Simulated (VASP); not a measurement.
All values below come from PBE GGA, VASP's PBE PAW potentials (set 64) (plane waves; VASP 6.6.1).

Input for VASP

**INCAR**
```
# general
SYSTEM  = Pr
PREC    = Accurate
ENCUT   = 300
LREAL   = .False.
LASPH   = .True.

# electronic loop
EDIFF   = 1E-6
NELM    = 100
ALGO    = Normal
LMAXMIX = 6

# smearing
ISMEAR  = -1
SIGMA   = 0.1

# functional
GGA     = PE

# spin
ISPIN   = 2
MAGMOM  = 2.0 2.0 2.0 2.0

# ions
ISIF    = 2

# output
LWAVE   = .False.
LCHARG  = .False.
LORBIT  = 11
```

KPOINTS:
```
Automatic mesh
0
Gamma
7 7 2
0 0 0
```

POSCAR:
```
Pr
1
    3.6723410000     0.0000000000     0.0000000000
   -1.8361700000     3.1803410000     0.0000000000
    0.0000000000     0.0000000000    11.8157820000
Pr
4
Direct
  0.0000000000   0.0000000000   0.0000000000
  0.0000000000   0.0000000000   0.5000000000
  0.3333330000   0.6666670000   0.2500000000
  0.6666670000   0.3333330000   0.7500000000
```

POTCAR, in this order: Pr (PBE.64 set). Program: vasp_std.

Output of the run:

OUTCAR:
```
 ion  position               nearest neighbor table
   1  0.000  0.000  0.000-
   2  0.000  0.000  0.500-
   3  0.333  0.667  0.250-
   4  0.667  0.333  0.750-
  LATTYP: Found a hexagonal cell.
 ALAT       =     3.6723410000
 C/A-ratio  =     3.2175067620
 Subroutine PRICEL returns:
 Original cell was already a primitive cell.
 Subroutine GETGRP returns: Found 24 space group operations
The static configuration has the point symmetry D_3d.
 The point group associated with its full space group is D_6h.
The dynamic configuration has the point symmetry D_3d.
The overall configuration has the point symmetry D_3d.
 Subroutine INISYM returns: Found 24 space group operations
 Subroutine IBZKPT returns following result:
 Found     16 irreducible k-points:

 Following reciprocal coordinates:
            Coordinates               Weight
  0.000000  0.000000  0.000000      1.000000
  0.142857  0.000000  0.000000      6.000000
  0.285714  0.000000  0.000000      6.000000
  0.428571  0.000000  0.000000      6.000000
...
```

OSZICAR:
```
...
DAV:  12    -0.252385930833E+02   -0.56118E+00   -0.76699E-01  4448   0.419E+00    0.399E+01
DAV:  13    -0.226622227683E+02    0.25764E+01   -0.16657E+01  3480   0.182E+01    0.277E+01
DAV:  14    -0.222430479236E+02    0.41917E+00   -0.37072E+00  4314   0.911E+00    0.275E+01
DAV:  15    -0.213621727368E+02    0.88088E+00   -0.28978E+00  4210   0.884E+00    0.113E+01
DAV:  16    -0.214393041853E+02   -0.77131E-01   -0.16411E+00  4456   0.451E+00    0.568E+00
DAV:  17    -0.215552951884E+02   -0.11599E+00   -0.62873E-01  4149   0.421E+00    0.747E+00
DAV:  18    -0.216035576113E+02   -0.48262E-01   -0.34697E-01  4288   0.155E+00    0.628E+00
DAV:  19    -0.216336845202E+02   -0.30127E-01   -0.28685E-01  4077   0.203E+00    0.511E+00
DAV:  20    -0.217198743681E+02   -0.86190E-01   -0.57401E-01  3960   0.285E+00    0.852E+00
DAV:  21    -0.217275336785E+02   -0.76593E-02   -0.27758E-01  4208   0.160E+00    0.800E+00
DAV:  22    -0.216551805338E+02    0.72353E-01   -0.14861E-01  4120   0.168E+00    0.657E+00
DAV:  23    -0.216955374610E+02   -0.40357E-01   -0.12967E-01  4232   0.117E+00    0.553E+00
DAV:  24    -0.218573389389E+02   -0.16180E+00   -0.51773E-01  3720   0.290E+00    0.110E+01
DAV:  25    -0.217814527652E+02    0.75886E-01   -0.98134E-01  3872   0.398E+00    0.600E+00
DAV:  26    -0.218498823034E+02   -0.68430E-01   -0.38026E-01  4261   0.265E+00    0.369E+00
DAV:  27    -0.218828559140E+02   -0.32974E-01   -0.23723E-01  4416   0.160E+00    0.490E+00
DAV:  28    -0.219069602672E+02   -0.24104E-01   -0.24699E-01  4256   0.187E+00    0.217E+00
DAV:  29    -0.219266765811E+02   -0.19716E-01   -0.13999E-01  4408   0.848E-01    0.227E+00
DAV:  30    -0.219219573912E+02    0.47192E-02   -0.90660E-02  4232   0.714E-01    0.253E+00
DAV:  31    -0.219508387308E+02   -0.28881E-01   -0.79362E-02  3840   0.999E-01    0.225E+00
DAV:  32    -0.219651692008E+02   -0.14330E-01   -0.91043E-02  4088   0.109E+00    0.169E+00
DAV:  33    -0.219821616636E+02   -0.16992E-01   -0.71684E-02  4072   0.744E-01    0.206E+00
DAV:  34    -0.219897587521E+02   -0.75971E-02   -0.52919E-02  4424   0.488E-01    0.205E+00
DAV:  35    -0.219940166518E+02   -0.42579E-02   -0.48178E-02  4376   0.556E-01    0.122E+00
DAV:  36    -0.220035711923E+02   -0.95545E-02   -0.51266E-02  4024   0.583E-01    0.994E-01
DAV:  37    -0.220126243257E+02   -0.90531E-02   -0.83694E-02  3888   0.909E-01    0.129E+00
DAV:  38    -0.220192937947E+02   -0.66695E-02   -0.57469E-02  4152   0.776E-01    0.872E-01
DAV:  39    -0.220229013496E+02   -0.36076E-02   -0.37183E-02  4320   0.426E-01    0.871E-01
DAV:  40    -0.220252605216E+02   -0.23592E-02   -0.26432E-02  4400   0.330E-01    0.884E-01
DAV:  41    -0.220276124401E+02   -0.23519E-02   -0.18406E-02  4248   0.215E-01    0.870E-01
DAV:  42    -0.220284984879E+02   -0.88605E-03   -0.13956E-02  3992   0.282E-01    0.793E-01
DAV:  43    -0.220293423361E+02   -0.84385E-03   -0.10929E-02  3968   0.255E-01    0.729E-01
DAV:  44    -0.220301061810E+02   -0.76384E-03   -0.82275E-03  4445   0.154E-01    0.730E-01
DAV:  45    -0.220313556315E+02   -0.12495E-02   -0.91930E-03  4352   0.190E-01    0.989E-01
DAV:  46    -0.220328311925E+02   -0.14756E-02   -0.71939E-03  4061   0.186E-01    0.101E+00
DAV:  47    -0.220334821666E+02   -0.65097E-03   -0.59938E-03  4184   0.149E-01    0.908E-01
DAV:  48    -0.220340791913E+02   -0.59702E-03   -0.50227E-03  4248   0.115E-01    0.944E-01
DAV:  49    -0.220343730072E+02   -0.29382E-03   -0.41796E-03  3064   0.781E-02    0.936E-01
DAV:  50    -0.220345288794E+02   -0.15587E-03   -0.35419E-03  3040   0.708E-02    0.926E-01
DAV:  51    -0.220346734530E+02   -0.14457E-03   -0.30813E-03  3064   0.723E-02    0.957E-01
DAV:  52    -0.220346627425E+02    0.10710E-04   -0.26980E-03  3480   0.650E-02    0.976E-01
DAV:  53    -0.220353181600E+02   -0.65542E-03   -0.28065E-03  3760   0.896E-02    0.892E-01
DAV:  54    -0.220359474752E+02   -0.62932E-03   -0.24882E-03  3952   0.110E-01    0.807E-01
DAV:  55    -0.220368954809E+02   -0.94801E-03   -0.43662E-03  3728   0.236E-01    0.590E-01
DAV:  56    -0.220290093000E+02    0.78862E-02   -0.40596E-02  3712   0.971E-01    0.947E-01
DAV:  57    -0.220374076962E+02   -0.83984E-02   -0.96836E-03  4091   0.418E-01    0.980E-01
DAV:  58    -0.220380913325E+02   -0.68364E-03   -0.79195E-03  4336   0.232E-01    0.104E+00
DAV:  59    -0.220391461909E+02   -0.10549E-02   -0.46621E-03  4067   0.154E-01    0.107E+00
DAV:  60    -0.220396642748E+02   -0.51808E-03   -0.34817E-03  3624   0.938E-02    0.109E+00
DAV:  61    -0.220392316769E+02    0.43260E-03   -0.32965E-03  4029   0.113E-01    0.109E+00
DAV:  62    -0.220395882341E+02   -0.35656E-03   -0.26709E-03  2944   0.755E-02    0.112E+00
DAV:  63    -0.220399834423E+02   -0.39521E-03   -0.22528E-03  3850   0.822E-02    0.108E+00
DAV:  64    -0.220401642119E+02   -0.18077E-03   -0.19303E-03  2704   0.485E-02    0.111E+00
DAV:  65    -0.220402489063E+02   -0.84694E-04   -0.18246E-03  2952   0.510E-02    0.109E+00
DAV:  66    -0.220400601300E+02    0.18878E-03   -0.19186E-03  4232   0.129E-01    0.938E-01
DAV:  67    -0.220403352259E+02   -0.27510E-03   -0.14872E-03  3217   0.603E-02    0.954E-01
DAV:  68    -0.220405116661E+02   -0.17644E-03   -0.12408E-03  2896   0.462E-02    0.959E-01
DAV:  69    -0.220407624958E+02   -0.25083E-03   -0.11063E-03  3286   0.487E-02    0.930E-01
DAV:  70    -0.220408516396E+02   -0.89144E-04   -0.10336E-03  2768   0.405E-02    0.956E-01
DAV:  71    -0.220412268548E+02   -0.37522E-03   -0.16843E-03  3976   0.114E-01    0.112E+00
DAV:  72    -0.220412926027E+02   -0.65748E-04   -0.13055E-03  4216   0.843E-02    0.119E+00
DAV:  73    -0.220411983421E+02    0.94261E-04   -0.13772E-03  4128   0.944E-02    0.140E+00
DAV:  74    -0.220410281380E+02    0.17020E-03   -0.11495E-03  3965   0.118E-01    0.128E+00
DAV:  75    -0.220410207166E+02    0.74214E-05   -0.89005E-04  3984   0.669E-02    0.118E+00
DAV:  76    -0.220411874546E+02   -0.16674E-03   -0.71037E-04  3045   0.402E-02    0.112E+00
DAV:  77    -0.220413903869E+02   -0.20293E-03   -0.11190E-03  4072   0.110E-01    0.867E-01
DAV:  78    -0.220416852439E+02   -0.29486E-03   -0.13871E-03  4024   0.147E-01    0.514E-01
DAV:  79    -0.220420026872E+02   -0.31744E-03   -0.12610E-03  4344   0.116E-01    0.306E-01
DAV:  80    -0.220423115275E+02   -0.30884E-03   -0.10348E-03  3856   0.766E-02    0.250E-01
DAV:  81    -0.220424498918E+02   -0.13836E-03   -0.11301E-03  4176   0.853E-02    0.209E-01
DAV:  82    -0.220426870172E+02   -0.23713E-03   -0.86143E-04  3562   0.628E-02    0.204E-01
DAV:  83    -0.220428023182E+02   -0.11530E-03   -0.80602E-04  3272   0.539E-02    0.201E-01
DAV:  84    -0.220428785357E+02   -0.76218E-04   -0.69910E-04  2921   0.442E-02    0.193E-01
DAV:  85    -0.220428810613E+02   -0.25256E-05   -0.64992E-04  2560   0.391E-02    0.201E-01
DAV:  86    -0.220428701992E+02    0.10862E-04   -0.10764E-03  4181   0.132E-01    0.222E-01
DAV:  87    -0.220429061332E+02   -0.35934E-04   -0.68662E-04  2901   0.466E-02    0.231E-01
DAV:  88    -0.220429263900E+02   -0.20257E-04   -0.63429E-04  2912   0.339E-02    0.244E-01
DAV:  89    -0.220429227196E+02    0.36704E-05   -0.61358E-04  2629   0.277E-02    0.253E-01
DAV:  90    -0.220428476865E+02    0.75033E-04   -0.59952E-04  2960   0.330E-02    0.267E-01
DAV:  91    -0.220428568167E+02   -0.91302E-05   -0.63948E-04  3336   0.569E-02    0.244E-01
DAV:  92    -0.220425580984E+02    0.29872E-03   -0.66096E-04  3989   0.614E-02    0.242E-01
DAV:  93    -0.220426024973E+02   -0.44399E-04   -0.55480E-04  2832   0.264E-02    0.245E-01
DAV:  94    -0.220427151715E+02   -0.11267E-03   -0.52507E-04  2469   0.200E-02    0.249E-01
DAV:  95    -0.220426760694E+02    0.39102E-04   -0.51010E-04  2400   0.202E-02    0.252E-01
DAV:  96    -0.220430559385E+02   -0.37987E-03   -0.55696E-04  2813   0.442E-02    0.247E-01
DAV:  97    -0.220431678650E+02   -0.11193E-03   -0.58020E-04  3402   0.499E-02    0.233E-01
DAV:  98    -0.220431480046E+02    0.19860E-04   -0.50250E-04  2572   0.246E-02    0.240E-01
DAV:  99    -0.220432630740E+02   -0.11507E-03   -0.50055E-04  2670   0.281E-02    0.236E-01
DAV: 100    -0.220429440730E+02    0.31900E-03   -0.47466E-04  2926   0.471E-02
   1 F= -.22042944E+02 E0= -.21661622E+02  d E =-.762645E+00  mag=    10.8337
```

### OUTCAR
```
------------------------ aborting loop EDIFF was not reached (unconverged)  ----------------------------
  FORCE on cell =-STRESS in cart. coord.  units (eV):
  Direction    XX          YY          ZZ          XY          YZ          ZX
  --------------------------------------------------------------------------------------
  Total       -1.5329838     -1.5329842     -2.1224276     -0.0000002      0.0000000      0.0000000
  in kB      -17.7979096    -17.7979141    -24.6413393     -0.0000028      0.0000000      0.0000000
  external PRESSURE =     -20.0790543 kB  Pullay stress =       0.0000000 kB
  volume of cell :      138.00
      direct lattice vectors                 reciprocal lattice vectors
     3.672341000  0.000000000  0.000000000     0.272305867  0.157215803  0.000000000
    -1.836170000  3.180341000  0.000000000     0.000000000  0.314431691  0.000000000
     0.000000000  0.000000000 11.815782000     0.000000000  0.000000000  0.084632570
 POSITION                                       TOTAL-FORCE (eV/Angst)
 -----------------------------------------------------------------------------------
      0.00000      0.00000      0.00000         0.000000      0.000000     -0.000000
      0.00000      0.00000      5.90789         0.000000      0.000000     -0.000000
     -0.00000      2.12023      2.95395        -0.000000     -0.000000     -0.000000
      1.83617      1.06011      8.86184         0.000000      0.000000      0.000000
 -----------------------------------------------------------------------------------
    total drift:                                0.000000     -0.000000      0.000000
  FREE ENERGIE OF THE ION-ELECTRON SYSTEM (eV)
  ---------------------------------------------------
  free  energy   TOTEN  =       -22.0429440730 eV

  energy  without entropy=      -21.2802989999  energy(sigma->0) =      -21.66162154

 total charge

# of ion       s       p       d       f       tot
--------------------------------------------------
    1        1.983   5.289   0.600   2.152  10.023
    2        1.983   5.289   0.600   2.152  10.023
    3        1.985   5.292   0.586   2.173  10.036
    4        1.985   5.292   0.586   2.173  10.036
--------------------------------------------------
tot          7.937  21.163   2.371   8.649  40.119

 magnetization (x)

# of ion       s       p       d       f       tot
--------------------------------------------------
    1       -0.009  -0.032   0.145   2.090   2.195
    2       -0.009  -0.032   0.145   2.090   2.195
    3       -0.012  -0.029   0.118   2.114   2.191
    4       -0.012  -0.029   0.118   2.114   2.191
--------------------------------------------------
tot         -0.043  -0.120   0.526   8.408   8.772
```
(Selected blocks of OUTCAR.)

File stdout:
```
...
 -----------------------------------------------------------------------------
|                                                                             |
|           W    W    AA    RRRRR   N    N  II  N    N   GGGG   !!!           |
|           W    W   A  A   R    R  NN   N  II  NN   N  G    G  !!!           |
|           W    W  A    A  R    R  N N  N  II  N N  N  G       !!!           |
|           W WW W  AAAAAA  RRRRR   N  N N  II  N  N N  G  GGG   !            |
|           WW  WW  A    A  R   R   N   NN  II  N   NN  G    G                |
|           W    W  A    A  R    R  N    N  II  N    N   GGGG   !!!           |
|                                                                             |
|     The electronic self-consistency was not achieved in the given           |
|     number of steps (NELM). The forces and other quantities evaluated       |
|     might not be reliable so examine the results carefully. If you find     |
|     spurious results, we suggest increasing NELM, if you were close to      |
|     convergence or switching to a different ALGO or adjusting the           |
|     density mixing parameters otherwise.                                    |
|                                                                             |
 -----------------------------------------------------------------------------

 -----------------------------------------------------------------------------
|                                                                             |
|           W    W    AA    RRRRR   N    N  II  N    N   GGGG   !!!           |
|           W    W   A  A   R    R  NN   N  II  NN   N  G    G  !!!           |
|           W    W  A    A  R    R  N N  N  II  N N  N  G       !!!           |
|           W WW W  AAAAAA  RRRRR   N  N N  II  N  N N  G  GGG   !            |
|           WW  WW  A    A  R   R   N   NN  II  N   NN  G    G                |
|           W    W  A    A  R    R  N    N  II  N    N   GGGG   !!!           |
|                                                                             |
|     Your highest band is occupied at some k-points! Unless you are          |
|     performing a calculation for an insulator or semiconductor, without     |
|     unoccupied bands, you have included TOO FEW BANDS!! Please increase     |
|     the parameter NBANDS in file INCAR to ensure that the highest band      |
|     is unoccupied at all k-points. It is always recommended to include      |
|     a few unoccupied bands to accelerate the convergence of                 |
|     molecular-dynamics runs (even for insulators or semiconductors),        |
|     since the presence of unoccupied bands improves wavefunction            |
|     prediction and helps to suppress 'band-crossings'.                      |
|                                                                             |
 -----------------------------------------------------------------------------

   1 F= -.22042944E+02 E0= -.21661622E+02  d E =-.762645E+00  mag=    10.8337
```

Convergence was not reached.

At this cut-off the stress carries a Pulay error, which pulls relaxed volumes low.

The structure was generated: Pr was put into an ordered model structure, which need not be its known phase. The cell was not relaxed at this level. VASP warned that the highest band is occupied, so more bands are needed.
